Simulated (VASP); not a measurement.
Output of a VASP run:

OSZICAR:
```
       N       E                     dE             d eps       ncg     rms          rms(c)
DAV:   1     0.411383361048E+02    0.41138E+02   -0.81572E+03   754   0.151E+03
DAV:   2    -0.335225680159E+02   -0.74661E+02   -0.73145E+02   834   0.287E+02
DAV:   3    -0.387180719177E+02   -0.51955E+01   -0.51785E+01   949   0.685E+01
DAV:   4    -0.388108391040E+02   -0.92767E-01   -0.92663E-01   832   0.101E+01
DAV:   5    -0.388133089387E+02   -0.24698E-02   -0.24697E-02   925   0.146E+00    0.298E+00
DAV:   6    -0.369351977259E+02    0.18781E+01   -0.41319E-01   819   0.115E+01    0.204E+00
DAV:   7    -0.370558731753E+02   -0.12068E+00   -0.38085E-01   839   0.790E+00    0.640E-01
DAV:   8    -0.369609272436E+02    0.94946E-01   -0.22841E-01   799   0.543E+00    0.188E-01
DAV:   9    -0.369730531474E+02   -0.12126E-01   -0.13687E-02   834   0.111E+00    0.230E-01
DAV:  10    -0.369733009084E+02   -0.24776E-03   -0.53398E-03   784   0.810E-01    0.540E-01
DAV:  11    -0.369769824602E+02   -0.36816E-02   -0.19085E-02   769   0.125E+00    0.510E-02
DAV:  12    -0.369746802156E+02    0.23022E-02   -0.19087E-03   789   0.386E-01    0.488E-02
DAV:  13    -0.369759480143E+02   -0.12678E-02   -0.28251E-04   809   0.180E-01    0.410E-02
DAV:  14    -0.369770884588E+02   -0.11404E-02   -0.90630E-04   759   0.247E-01    0.296E-02
DAV:  15    -0.369770927657E+02   -0.43069E-05   -0.91741E-05   973   0.865E-02    0.120E-02
DAV:  16    -0.369771545331E+02   -0.61767E-04   -0.54789E-05   769   0.677E-02    0.269E-03
DAV:  17    -0.369771665865E+02   -0.12053E-04   -0.63510E-06  1041   0.396E-02    0.133E-03
DAV:  18    -0.369771650996E+02    0.14869E-05   -0.55097E-07   764   0.101E-02    0.383E-04
DAV:  19    -0.369771657141E+02   -0.61455E-06   -0.47693E-08   512   0.253E-03    0.453E-04
DAV:  20    -0.369771650888E+02    0.62533E-06   -0.51644E-08   397   0.310E-03    0.144E-04
DAV:  21    -0.369771653454E+02   -0.25663E-06   -0.26427E-08   377   0.198E-03    0.950E-05
DAV:  22    -0.369771653194E+02    0.26054E-07   -0.49167E-09   377   0.804E-04
   1 F= -.36977165E+02 E0= -.36977165E+02  d E =0.000000E+00
       N       E                     dE             ncg
       N       E                     dE             ncg
       N       E                     dE             ncg
```

OUTCAR:
```
------------------------ aborting loop because EDIFF is reached ----------------------------------------
  FORCE on cell =-STRESS in cart. coord.  units (eV):
  Direction    XX          YY          ZZ          XY          YZ          ZX
  --------------------------------------------------------------------------------------
  Total        0.0048028      0.0048028      0.0048028      0.0000000     -0.0000000      0.0000000
  in kB        0.1352885      0.1352885      0.1352885      0.0000000     -0.0000000      0.0000000
  external PRESSURE =       0.1352885 kB  Pullay stress =       0.0000000 kB
  volume of cell :       56.88
      direct lattice vectors                 reciprocal lattice vectors
     0.000000000  3.052385901  3.052385901    -0.163806287  0.163806287  0.163806287
     3.052385901  0.000000000  3.052385901     0.163806287 -0.163806287  0.163806287
     3.052385901  3.052385901  0.000000000     0.163806287  0.163806287 -0.163806287
  FREE ENERGIE OF THE ION-ELECTRON SYSTEM (eV)
  ---------------------------------------------------
  free  energy   TOTEN  =       -36.9771653194 eV

  energy  without entropy=      -36.9771653194  energy(sigma->0) =      -36.97716532

 total charge

# of ion       s       p       d       tot
------------------------------------------
    1        0.872   0.774   9.965  11.612
    2        1.102   1.360   0.029   2.491
--------------------------------------------------
tot          1.974   2.134   9.994  14.103
```
(Selected blocks of OUTCAR.)

File POSCAR:
```
GaSb
1
    0.0000000000     3.0523859006     3.0523859006
    3.0523859006     0.0000000000     3.0523859006
    3.0523859006     3.0523859006     0.0000000000
Ga Sb
1 1
Direct
  0.0000000000   0.0000000000   0.0000000000
  0.2500000000   0.2500000000   0.2500000000
```

Task: Write an INCAR and KPOINTS that could have produced this output.

Result: One answer among several that fit: the input of the run itself, r2SCAN+rVV10, plane waves, VASP's PBE PAW potentials (set 64).

KPOINTS_OPT:
```
k-points along high-symmetry lines
10
Line-mode
Reciprocal
  0.000000   0.000000   0.000000 ! GAMMA
 -0.500000  -0.500000   0.000000 ! X

 -0.500000  -0.500000   0.000000 ! X
 -0.375000  -0.375000   0.250000 ! U

 -0.375000   0.000000   0.375000 ! K
  0.000000   0.000000   0.000000 ! GAMMA

  0.000000   0.000000   0.000000 ! GAMMA
  0.000000   0.000000   0.500000 ! L

  0.000000   0.000000   0.500000 ! L
 -0.500000  -0.250000   0.250000 ! W

 -0.500000  -0.250000   0.250000 ! W
 -0.500000  -0.500000   0.000000 ! X
```

INCAR:
```
BPARAM=11.95
LUSE_VDW=T
PREC=Accurate
LWAVE=F
CPARAM=0.0093
LASPH=T   # aspherical one-centre terms
LCHARG=F
LORBIT=11
NEDOS=601
EDIFF=1E-7
ALGO=Normal   # blocked Davidson
METAGGA=R2SCAN
NELM=100
SYSTEM=GaSb
ISIF=2   # forces and stress, cell fixed
ISMEAR=-5   # tetrahedra, Bloechl
LMIXTAU=T
LREAL=F
LMAXMIX=4   # l cut-off of mixed one-centre charges
ENCUT=400   # plane-wave cut-off (eV)
```

### KPOINTS
```
Automatic mesh
0
gamma
 8 8 8
```

POTCAR, in this order: Ga_d Sb (PBE.64 set). Program: vasp_std.

The structure comes from a measured GaSb entry (F-43m) of the Crystallography Open Database, whose conditions weren't checked. It was relaxed first.
